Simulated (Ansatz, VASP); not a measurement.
# CsHfI3: VASP beside Ansatz, part 2 of 2

Aim: how closely do two programs agree when they are given the same cell, functional and k mesh? The cell is generated by rule, not measured, and may not be a known phase. The cell is taken from a series of runs on this material, whose earlier steps may have relaxed, scaled, displaced or heated it; both programs get it as it stands.

VASP 6.6.1 and Ansatz 0.2.0.

So far: Starting point; VASP: relaxation of cell and atoms, PBE; Ansatz: relaxation of cell and atoms, PBE; Differences.

## Step 5: Ansatz: zone-centre phonons, PBE

Level of this step: Ansatz beside VASP: Kohn-Sham DFT, plane waves, PBE (Ansatz).

Second derivatives magnify differences that forces hide, and they need a tight electronic threshold.

The cell is taken from a series of runs on this material, whose earlier steps may have relaxed, scaled, displaced or heated it; both programs get it as it stands.

Contents of input.yaml:

```yaml
crystal:
  lattice:
    - [5.8448919929, 0.0, 0.0]
    - [0.0, 5.8448919929, 0.0]
    - [0.0, 0.0, 5.8448919929]
  atoms:
    - { symbol: Cs, position: [0.0, 0.0, 0.0] }
    - { symbol: Hf, position: [0.5, 0.5, 0.5] }
    - { symbol: I, position: [0.5, 0.0, 0.5] }
    - { symbol: I, position: [0.5, 0.5, 0.0] }
    - { symbol: I, position: [0.0, 0.5, 0.5] }
kpoints:
  mp_grid: { grid: [6, 6, 6] }
hamiltonian:
  xc: pbe
  pseudopotentials: { kind: nc }
scf:
  occupations: { method: methfessel_paxton, width: 0.2 }
output:
  eigenvalues: true
phonons:
  method: dfpt
```

Command:

```console
ansatz run input.yaml --threads 8 --pin off --max-ram 14336MiB --backend cpu --events-out ev --progress --plain --runs-dir out
```

Numbers of over 12 decimals in the logs are rounded to 6 here.

Log:

```text
zone centre: on kpoints.mp_grid the ground state, and the responses unless they are solved on pairs of k-points, stand on 64 of the mesh's 216 k-points, reduced under 8 symmetry operations, with k and −k counted as one. Each operation leaves every solved displacement unchanged or reverses it
[...]
Crystal: 5 atoms, lattice volume = 199.678 Å³
[...]
k mesh reduced under 8 symmetry operations, with k and −k counted as one. Each operation leaves every solved displacement unchanged or reverses it
  ASR residual: 1.688e-4 → 0.000e0 eV/Å²; symmetrization residual: 1.135e-4 eV/Å²
  ASR residual per site (eV/Å²): 1.48e-4 1.69e-4 1.55e-4 1.55e-4 1.55e-4
  Γ frequencies (cm⁻¹): 0.00 0.00 0.00 31.45 31.45 31.45 40.41 40.41 40.41 55.49 55.49 55.49 141.90 141.90 141.90
  non-analytic LO–TO correction: not included (Born effective charges unavailable; polar crystals: no LO–TO splitting at Γ)
[key lines of the parts left out:]
SCF converged after 13 iterations
Free energy (F): -8934.951470 eV
Fermi energy:    8.191953 eV
```

## Step 6: VASP: zone-centre phonons, PBE

The same cell, functional, mesh and smearing now go to VASP, with its own data sets.

Contents of INCAR:

```
SYSTEM = CsHfI3
PREC = Accurate
ENCUT = 500
EDIFF = 1E-08
NELM = 120
ISMEAR = 1
SIGMA = 0.2
LREAL = .FALSE.
ALGO = Normal
GGA = PE
NBANDS = 26
LASPH = .TRUE.
LORBIT = 11
LWAVE = .FALSE.
LCHARG = .FALSE.
ISIF = 2
IBRION = 8
GGA_COMPAT = .FALSE.
KPAR = 2
```

Contents of POSCAR:

```
CsHfI3
1.0
    5.8448919929      0.0000000000      0.0000000000
    0.0000000000      5.8448919929      0.0000000000
    0.0000000000      0.0000000000      5.8448919929
Cs Hf I
1 1 3
Direct
    0.0000000000      0.0000000000      0.0000000000
    0.5000000000      0.5000000000      0.5000000000
    0.5000000000      0.0000000000      0.5000000000
    0.5000000000      0.5000000000      0.0000000000
    0.0000000000      0.5000000000      0.5000000000
```

Contents of KPOINTS:

```
Automatic mesh
0
Gamma
6 6 6
0 0 0
```

Potentials, in the order of the species: Cs_sv, Hf_pv and I (PBE family, release 64).

Command:

```console
mpirun -np 2 vasp_std
```

Log:

```text
[... set-up lines as in an earlier step ...]
 entering main loop
       N       E                     dE             d eps       ncg     rms          rms(c)
DAV:   1     0.222629342567E+03    0.22263E+03   -0.17035E+04  1120   0.125E+03
DAV:   2    -0.450186957664E+00   -0.22308E+03   -0.21929E+03  1376   0.224E+02
DAV:   3    -0.189637711793E+02   -0.18514E+02   -0.18402E+02  1336   0.604E+01
DAV:   4    -0.193776362188E+02   -0.41387E+00   -0.41041E+00  1446   0.999E+00
[...]
DAV:  14    -0.189420147275E+02   -0.57091E-06   -0.51197E-07  1312   0.355E-03    0.246E-03
DAV:  15    -0.189420149069E+02   -0.17944E-06   -0.45773E-08  1180   0.108E-03    0.640E-04
DAV:  16    -0.189420149043E+02    0.26175E-08   -0.13506E-08  1024   0.551E-04
   1 F= -.18942015E+02 E0= -.18935942E+02  d E =-.182183E-01
 Linear response reoptimize wavefunctions to high precision
DAV:   1    -0.189420149016E+02    0.27317E-08   -0.13316E-09   846   0.174E-04
DAV:   2    -0.189420149015E+02    0.62755E-10   -0.13672E-10   662   0.620E-05
 Linear response DOF=           4
 Linear response progress:
[...]
RMM:  10    -0.897560955788E-01   -0.39372E-07    0.14866E-07  6206   0.654E-05    0.946E-06
RMM:  11    -0.897561396860E-01   -0.44107E-07   -0.56252E-08  6383   0.421E-05    0.237E-06
RMM:  12    -0.897561416667E-01   -0.19807E-08   -0.15841E-08  6070   0.357E-05    0.765E-07
 first order change of Fermi-energy   0.88745E-04
 force on displaced ion       3 direction 1 :  -0.912   0.000   0.000
 Linear response progress:
  Degree of freedom:   4/  4
       N       E                     dE             d eps       ncg     rms          rms(c)
RMM:   1    -0.892819594772E-01   -0.89282E-01    0.94446E-02  4513   0.938E-01
RMM:   2    -0.893053936791E-01   -0.23434E-04   -0.31088E-03  3469   0.197E-01    0.344E-01
RMM:   3    -0.895260550448E-01   -0.22066E-03   -0.56639E-04  3355   0.775E-02    0.192E-01
RMM:   4    -0.898564704591E-01   -0.33042E-03   -0.19717E-04  3492   0.430E-02    0.181E-02
[...]
RMM:   9    -0.898510876074E-01   -0.11367E-05   -0.77101E-08  3886   0.236E-04    0.817E-05
RMM:  10    -0.898512977931E-01   -0.21019E-06    0.47145E-08  3953   0.907E-05    0.267E-05
RMM:  11    -0.898513073279E-01   -0.95348E-08    0.62115E-08  3847   0.611E-05    0.134E-05
 first order change of Fermi-energy  -0.17845E-02
 force on displaced ion       3 direction 2 :   0.000  -6.338  -0.000
 Linear response finished
```

OUTCAR, selected parts (step 6):

```text
  Total       -0.0495988     -0.0495988     -0.0495988      0.0000000      0.0000000     -0.0000000
  in kB       -0.3979721     -0.3979721     -0.3979721      0.0000000      0.0000000     -0.0000000
  external PRESSURE =      -0.3979721 kB  Pullay stress =       0.0000000 kB

 POSITION                                       TOTAL-FORCE (eV/Angst)
 -----------------------------------------------------------------------------------
      0.00000      0.00000      0.00000         0.000000      0.000000      0.000000
      2.92245      2.92245      2.92245         0.000000      0.000000      0.000000
      2.92245      0.00000      2.92245         0.000000      0.000000      0.000000
      2.92245      2.92245      0.00000         0.000000      0.000000      0.000000
      0.00000      2.92245      2.92245         0.000000      0.000000      0.000000
 -----------------------------------------------------------------------------------
    total drift:                                0.000000     -0.000000     -0.000000

[... 1 part as in an earlier step ...]

[... 1 further part left out ...]
```

## Step 7: Side by side

What differs besides the data sets and the points named for the pairs above, as far as they apply: the data sets hold 56 valence electrons in Ansatz (on its NC files) and 40 in VASP. Total energies have different zeros and are not compared.

The two programs side by side:

| quantity | Ansatz | VASP | difference |
| --- | --- | --- | --- |
| optical mode 1 to 3 (cm⁻¹) | 31.4 | 31.9 | -0.5 |
| optical mode 4 to 6 (cm⁻¹) | 40.4 | 41.5 | -1.1 |
| optical mode 7 to 9 (cm⁻¹) | 55.5 | 56.4 | -1.55 % |
| optical mode 10 to 12 (cm⁻¹) | 141.9 | 141.9 | +0.00 % |

Modes are paired by rising frequency, not by their patterns, so a pair may set unlike modes beside each other; they are those without the splitting of longitudinal modes.

## Step 8: Results

```yaml
difference_in_volume_relaxation_of_cell_and_atoms_pbe: 0.13 %
r_m_s_difference_of_the_optical_zone_centre_modes_each_program_s_sorted_by_frequency_zone_centre_phonons_pbe: 0.76 cm⁻¹
difference_in_optical_mode_7_to_9_zone_centre_phonons_pbe: -1.6 %
```

In words: The difference in volume is 0.13 % (relaxation of cell and atoms, PBE), within the 1.2 % picked in this series as the mark of a large difference, as far as the stopping tolerances let one tell. The data sets hold unlike numbers of valence electrons (56 in Ansatz and 40 in VASP), so part of the differences comes from the potentials. Among the rows given in per cent, the largest difference of the zone-centre phonons, PBE pair is in optical mode 7 to 9, -1.6 %. 1 further run of this series is not shown here. How closely two codes agree says nothing of how well the functional describes the real material.

[Lines on the potential files, build, host, timing and source positions are cut from VASP's logs without a mark.]

[Logs are printed without paths, hosts, clocks, repeated set-up lines and the standing remarks that a program may print on its own settings, such as how far it seeks lower states.]

[Hosts, paths, dates, database ids (printed as entryN), source tags and the programs' standing remarks are cut or masked in the printed files.]
